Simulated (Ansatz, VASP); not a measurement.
# Cross-check of Hf (Hafnium) between VASP and Ansatz, part 2 of 2

One calculation is typed for both programs; each brings its own data sets. How far apart do they land? The structure shown comes from an earlier run, which isn't shown and may have moved the atoms alone.

VASP 6.6.1 and Ansatz 0.2.0.

So far: The structure; Ansatz: elastic constants, PBEsol.

**3. VASP: elastic constants, PBEsol**

Level of this step: PBEsol; plane waves and PAW (Hf_pv) (VASP).

The same cell, functional, mesh and smearing now go to VASP, with its own data sets.

Lines of VASP's logs that name or quote its potential files are left out, and so is its time.

The input, INCAR:

```
SYSTEM = Hf
PREC = Accurate
ENCUT = 500
EDIFF = 1E-08
NELM = 120
ISMEAR = 0
SIGMA = 0.1
LREAL = .FALSE.
ALGO = Normal
GGA = PS
NBANDS = 16
LASPH = .TRUE.
LORBIT = 11
LWAVE = .FALSE.
LCHARG = .FALSE.
ISIF = 3
IBRION = 6
NFREE = 2
POTIM = 0.015
NSW = 1
GGA_COMPAT = .FALSE.
KPAR = 2
```

The input, POSCAR:

```
Hf
1.0
    3.1575223696      0.0000000000      0.0000000000
   -1.5787611848      2.7344945851      0.0000000000
    0.0000000000      0.0000000000      5.0046643096
Hf
2
Direct
    0.3333333334      0.6666666668      0.2500000000
    0.6666666668      0.3333333334      0.7500000000
```

The input, KPOINTS:

```
Automatic mesh
0
Gamma
12 12 8
0 0 0
```

PAW data sets: Hf_pv (PBE family, release 64).

The run is started by

```sh
> mpirun -np 2 vasp_std
```

Numbers of over 12 decimals in the logs are rounded to 6 here.

The log of the run:

```text
[banner, memory and clock lines left out]
running    2 mpi-ranks, on    1 nodes
 distrk:  each k-point on    1 cores,    2 groups
 distr:  one band on    1 cores,    1 groups

 POSCAR found type information on POSCAR Hf
 POSCAR found :  1 types and       2 ions
|                                                                             |
|               ----> ADVICE to this user running VASP <----                  |
|                                                                             |
|     You enforced a specific xc type in the INCAR file but a different       |
|     [... a line on the potential file left out ...]
|     I HOPE YOU KNOW WHAT YOU ARE DOING!                                     |
|                                                                             |

 LDA part: xc-table for (Slater+PW92), standard interpolation
 POSCAR, INCAR and KPOINTS ok, starting setup
 FFT: planning ... GRIDC
 FFT: planning ... GRID_SOFT
 FFT: planning ... GRID
 WAVECAR not read
 entering main loop
       N       E                     dE             d eps       ncg     rms          rms(c)
DAV:   1     0.460247877343E+02    0.46025E+02   -0.11210E+04  3040   0.115E+03
DAV:   2    -0.201766318995E+02   -0.66201E+02   -0.64916E+02  4072   0.251E+02
DAV:   3    -0.217523033689E+02   -0.15757E+01   -0.15687E+01  3928   0.266E+01
DAV:   4    -0.217638382552E+02   -0.11535E-01   -0.11533E-01  3792   0.282E+00
DAV:   5    -0.217639796668E+02   -0.14141E-03   -0.14141E-03  3920   0.256E-01    0.672E+01
DAV:   6    -0.212129704683E+02    0.55101E+00   -0.49625E-01  3648   0.470E+00    0.397E+01
DAV:   7    -0.210186832656E+02    0.19429E+00   -0.81668E-01  3728   0.579E+00    0.187E+00
DAV:   8    -0.210087672130E+02    0.99161E-02   -0.50804E-02  3488   0.156E+00    0.303E-01
DAV:   9    -0.210088681709E+02   -0.10096E-03   -0.10780E-03  4208   0.241E-01    0.189E-01
DAV:  10    -0.210088601143E+02    0.80566E-05   -0.48276E-05  3584   0.500E-02    0.216E-01
DAV:  11    -0.210088607648E+02   -0.65041E-06   -0.54578E-06  4040   0.168E-02    0.102E-02
DAV:  12    -0.210088608505E+02   -0.85777E-07   -0.41808E-07  3632   0.445E-03    0.549E-03
DAV:  13    -0.210088607755E+02    0.75017E-07   -0.12502E-08  2936   0.877E-04    0.194E-03
DAV:  14    -0.210088607464E+02    0.29164E-07   -0.17248E-09  2144   0.355E-04    0.270E-04
DAV:  15    -0.210088607435E+02    0.28967E-08   -0.28172E-10  2168   0.132E-04
   1 F= -.21008861E+02 E0= -.21004779E+02  d E =-.816319E-02
[... from here on, the cycles between the ionic steps are left out ...]
   2 F= -.21001738E+02 E0= -.20997525E+02  d E =-.842693E-02
   9 F= -.21006914E+02 E0= -.21002887E+02  d E =-.805315E-02
  10 F= -.21007373E+02 E0= -.21003327E+02  d E =-.809153E-02
  11 F= -.21007373E+02 E0= -.21003327E+02  d E =-.809153E-02
  12 F= -.21007370E+02 E0= -.21003326E+02  d E =-.808805E-02
  13 F= -.21007370E+02 E0= -.21003326E+02  d E =-.808806E-02
  14 F= -.21008647E+02 E0= -.21004574E+02  d E =-.814704E-02
  15 F= -.21008647E+02 E0= -.21004574E+02  d E =-.814703E-02
  16 F= -.21008510E+02 E0= -.21004426E+02  d E =-.816945E-02
 Finite differences progress:
  Degree of freedom:   8/  8
  Displacement:        1/  2
  Total:              15/ 16
 bond charge predicted
       N       E                     dE             d eps       ncg     rms          rms(c)
DAV:   1    -0.209982465158E+02    0.10264E-01   -0.25834E+00  4192   0.132E+01    0.858E-01
DAV:   2    -0.210085880401E+02   -0.10342E-01   -0.11984E-01  4768   0.257E+00    0.215E-01
DAV:   3    -0.210085540655E+02    0.33975E-04   -0.10833E-03  5664   0.262E-01    0.866E-02
DAV:   4    -0.210085153696E+02    0.38696E-04   -0.97964E-05  4840   0.828E-02    0.274E-02
DAV:   5    -0.210085106535E+02    0.47161E-05   -0.12932E-05  5144   0.296E-02    0.621E-03
DAV:   6    -0.210085104382E+02    0.21525E-06   -0.86463E-07  5424   0.705E-03    0.250E-03
DAV:   7    -0.210085102741E+02    0.16417E-06   -0.33305E-07  4832   0.485E-03    0.756E-04
DAV:   8    -0.210085102694E+02    0.46589E-08   -0.21229E-08  4288   0.120E-03
  17 F= -.21008510E+02 E0= -.21004426E+02  d E =-.816945E-02
 Finite differences progress:
  Degree of freedom:   8/  8
  Displacement:        2/  2
  Total:              16/ 16
```

OUTCAR, selected parts (step 3):

```text
ion  position               nearest neighbor table
   1  0.333  0.667  0.250-   2 3.10   2 3.10   2 3.10   2 3.10   2 3.10   2 3.10
   2  0.667  0.333  0.750-   1 3.10   1 3.10   1 3.10   1 3.10   1 3.10   1 3.10

  LATTYP: Found a hexagonal cell.
 ALAT       =     3.1575223696
 C/A-ratio  =     1.5849972617

 Subroutine GETGRP returns: Found 24 space group operations
 (whereof 12 operations were pure point group operations)

The static configuration has the point symmetry D_3d.
 The point group associated with its full space group is D_6h.

 Found     95 irreducible k-points:

   k-points           NKPTS =     95   k-points in BZ     NKDIM =     95   number of bands    NBANDS=     16

   dimension x,y,z NGX =    24 NGY =   24 NGZ =   36
   dimension x,y,z NGXF=    48 NGYF=   48 NGZF=   72

   ENCUT  =  500.0 eV  36.75 Ry    6.06 a.u.   5.76  5.76  9.12*2*pi/ulx,y,z

   NELECT =      20.0000    total number of electrons

 k-points in reciprocal lattice and weights: Automatic mesh
   0.00000000  0.00000000  0.00000000       0.001
   0.08333333 -0.00000000  0.00000000       0.005
   0.16666667  0.00000000  0.00000000       0.005
   0.25000000 -0.00000000  0.00000000       0.005
   0.33333333 -0.00000000  0.00000000       0.005
   0.41666667  0.00000000  0.00000000       0.005
   0.50000000 -0.00000000  0.00000000       0.003
   0.08333333  0.08333333  0.00000000       0.005
   0.16666667  0.08333333  0.00000000       0.010
[...]
0.33333333  0.25000000  0.50000000       0.010
   0.33333333  0.33333333  0.50000000       0.002

 average (electrostatic) potential at core
       1 -36.8196       2 -36.8196

 E-fermi :   5.0255

 k-point     1 :       0.0000    0.0000    0.0000
  band No.  band energies     occupation
    ...
      4     -25.0256      2.00000
      5     -25.0244      2.00000
      6     -25.0244      2.00000
      7      -2.5049      2.00000
      8       1.1700      2.00000
      9       5.7815      0.00000
     10       6.1779      0.00000
     11       6.1779      0.00000
     12       6.4540      0.00000
     13       7.0307      0.00000
    ...

 k-point     2 :       0.0833   -0.0000    0.0000
  band No.  band energies     occupation
    ...
      4     -25.0707      2.00000
      5     -25.0347      2.00000
      6     -25.0303      2.00000
      7      -2.2853      2.00000
      8       1.3865      2.00000
      9       5.4747      0.00000
     10       5.6597      0.00000
     11       6.3852      0.00000
     12       6.7606      0.00000
     13       6.8855      0.00000
    ...

 k-point     3 :       0.1667    0.0000    0.0000
  band No.  band energies     occupation
    ...
      6     -25.0473      2.00000
      7      -1.6608      2.00000
      8       1.9605      2.00000
      9       4.7474      1.99992
     10       4.9420      1.76235
     11       6.2342      0.00000
     12       6.9579      0.00000
     13       6.9917      0.00000
     14       7.0402      0.00000
     15       7.4375      0.00000
    ...

  Total       -0.0901667     -0.0901667     -0.1149830      0.0000000      0.0000000      0.0000000
  in kB       -3.3431696     -3.3431696     -4.2632983      0.0000000      0.0000000      0.0000000
  external PRESSURE =      -3.6498792 kB  Pullay stress =       0.0000000 kB

  energy-cutoff  :      500.00
  volume of cell :       43.21
      direct lattice vectors                 reciprocal lattice vectors
     3.157522370  0.000000000  0.000000000     0.316704011  0.182849146  0.000000000
    -1.578761185  2.734494585  0.000000000     0.000000000  0.365698292  0.000000000
     0.000000000  0.000000000  5.004664310     0.000000000  0.000000000  0.199813602

 POSITION                                       TOTAL-FORCE (eV/Angst)
 -----------------------------------------------------------------------------------
      0.00000      1.82300      1.23617        -0.000000      0.000000      0.047062
      1.57876      0.91150      3.75350         0.000000      0.000000     -0.047062
 -----------------------------------------------------------------------------------
    total drift:                               -0.000000     -0.000000     -0.000966

  FREE ENERGIE OF THE ION-ELECTRON SYSTEM (eV)
  ---------------------------------------------------
  free  energy   TOTEN  =       -21.0085102694 eV

  energy  without entropy=      -21.0003408154  energy(sigma->0) =      -21.00442554

  SYMMETRIZED ELASTIC MODULI (kBar)
 Direction    XX          YY          ZZ          XY          YZ          ZX
 --------------------------------------------------------------------------------
 XX        1966.5531    679.1793    715.8353      0.0000     -0.0000      0.0000
 YY         679.1793   1966.5531    715.8353      0.0000      0.0000      0.0000
 ZZ         715.8353    715.8353   2092.8498      0.0000      0.0000      0.0000
 XY           0.0000      0.0000      0.0000    643.6869      0.0000      0.0000
 YZ           0.0000      0.0000      0.0000      0.0000    491.0154      0.0000
 ZX           0.0000      0.0000      0.0000     -0.0000      0.0000    491.0154
 --------------------------------------------------------------------------------

 Eigenvectors and eigenvalues of the dynamical matrix
 ----------------------------------------------------

   1 f  =    2.931468 THz    18.418955 2PiTHz   97.783237 cm-1    12.123571 meV
             X         Y         Z           dx          dy          dz
      0.000000  1.822996  1.251166     0.000000    0.000000   -0.707107
      1.578761  0.911498  3.753498     0.000000    0.000000    0.707107

   2 f  =    2.280601 THz    14.329438 2PiTHz   76.072658 cm-1     9.431803 meV
             X         Y         Z           dx          dy          dz
      0.000000  1.822996  1.251166     0.000000   -0.707107   -0.000000
      1.578761  0.911498  3.753498     0.000000    0.707107    0.000000

   3 f  =    2.280601 THz    14.329438 2PiTHz   76.072658 cm-1     9.431803 meV
             X         Y         Z           dx          dy          dz
      0.000000  1.822996  1.251166    -0.707107    0.000000    0.000000
      1.578761  0.911498  3.753498     0.707107    0.000000    0.000000

   4 f  =    0.000000 THz     0.000000 2PiTHz    0.000000 cm-1     0.000000 meV
             X         Y         Z           dx          dy          dz
      0.000000  1.822996  1.251166     0.707107    0.000000    0.000000
      1.578761  0.911498  3.753498     0.707107    0.000000    0.000000

   5 f  =    0.000000 THz     0.000000 2PiTHz    0.000000 cm-1     0.000000 meV
             X         Y         Z           dx          dy          dz
      0.000000  1.822996  1.251166     0.000000    0.707107    0.000000
      1.578761  0.911498  3.753498     0.000000    0.707107    0.000000

   6 f  =    0.000000 THz     0.000000 2PiTHz    0.000000 cm-1     0.000000 meV
             X         Y         Z           dx          dy          dz
      0.000000  1.822996  1.251166     0.000000   -0.000000    0.707107
      1.578761  0.911498  3.753498     0.000000    0.000000    0.707107

 ELASTIC MODULI CONTR FROM IONIC RELAXATION (kBar)
 Direction    XX          YY          ZZ          XY          YZ          ZX
 --------------------------------------------------------------------------------
 XX        -141.0698    141.0698     -0.0000     -0.0000      0.0000      0.0000
 YY         141.0698   -141.0698      0.0000      0.0000      0.0000      0.0000
 ZZ          -0.0000      0.0000     -0.0000      0.0000      0.0000      0.0000
 XY          -0.0000      0.0000      0.0000   -141.0698      0.0000      0.0000
 YZ           0.0000      0.0000      0.0000      0.0000      0.0000      0.0000
 ZX           0.0000      0.0000      0.0000      0.0000      0.0000      0.0000
 --------------------------------------------------------------------------------

 TOTAL ELASTIC MODULI (kBar)
 Direction    XX          YY          ZZ          XY          YZ          ZX
 --------------------------------------------------------------------------------
 XX        1825.4833    820.2491    715.8353     -0.0000     -0.0000      0.0000
 YY         820.2491   1825.4833    715.8353      0.0000      0.0000      0.0000
 ZZ         715.8353    715.8353   2092.8498      0.0000      0.0000      0.0000
 XY          -0.0000      0.0000      0.0000    502.6171      0.0000      0.0000
 YZ           0.0000      0.0000      0.0000      0.0000    491.0154      0.0000
 ZX           0.0000      0.0000      0.0000     -0.0000      0.0000    491.0154
 --------------------------------------------------------------------------------

 total charge
# of ion       s       p       d       tot
------------------------------------------
    1        0.401   6.402   1.597   8.400
    2        0.401   6.402   1.597   8.400
--------------------------------------------------
tot          0.802  12.804   3.193  16.799

[... 3 further parts left out ...]
```

CONTCAR:

```
Hf
   1.00000000000000
     3.1575223696000001    0.0000000000000000    0.0000000000000000
    -1.5787611848000001    2.7344945851000002    0.0000000000000000
     0.0000000000000000    0.0000000000000000    5.0046643095999999
  Hf
     2
Direct
     0.3333333333999988    0.6666666667999976    0.2470027959774991
     0.6666666667999976    0.3333333333999988    0.7500000000000000
```

The last energy, forces, stress and levels in OUTCAR belong to the last displaced cell, not to the cell of POSCAR. Harder data sets than Hf_pv exist (the GW ones), and pressures, volumes and forces can shift noticeably with them.

Levels, forces or a CONTCAR printed for this step are those of its last displaced cell, not of the structure at rest.

**4. Side by side**

Known differences besides the potentials themselves: the data sets hold 52 valence electrons in Ansatz (on its default PAW (the set named soft_2) files) and 20 in VASP; the cutoff is 420 eV in Ansatz and 500 eV in VASP; Ansatz makes its cores anew for this functional, VASP keeps those of its PBE data sets; VASP takes each elastic constant from one size of strain, Ansatz from those that its log lists. Total energies have different zeros and are not compared.

The two programs side by side:

| quantity | Ansatz | VASP | difference |
| --- | --- | --- | --- |
| C11 (GPa) | 180.2 | 182.6 | -1.28 % |
| C22 (GPa) | 180.2 | 182.6 | -1.28 % |
| C33 (GPa) | 209.7 | 209.3 | +0.21 % |
| C12 (GPa) | 82.3 | 82.0 | +0.32 % |
| C13 (GPa) | 70.9 | 71.6 | -0.89 % |
| C23 (GPa) | 70.9 | 71.6 | -0.89 % |
| C44 (GPa) | 48.7 | 49.1 | -0.89 % |
| C55 (GPa) | 48.7 | 49.1 | -0.89 % |
| C66 (GPa) | 49.0 | 50.3 | -2.59 % |

**5. Results**

```json
{"difference in C66 (elastic constants, PBEsol)": "-2.6 %"}
```

**Reading.** The difference in C66 is -2.6 % (elastic constants, PBEsol), within the 5 % picked in this series as the mark of a large difference. The data sets hold unlike numbers of valence electrons (52 in Ansatz and 20 in VASP), so part of the differences may come from the potentials. How closely two codes agree says nothing of how well the functional describes the real material.

[Lines on the potential files, build, host, timing and source positions are cut from VASP's logs without a mark.]

[Logs are printed without paths, hosts, clocks, repeated set-up lines and the standing remarks that a program may print on its own settings, such as how far it seeks lower states.]

[Hosts, paths, dates, database ids (printed as entryN), source tags and the programs' standing remarks are cut or masked in the printed files.]
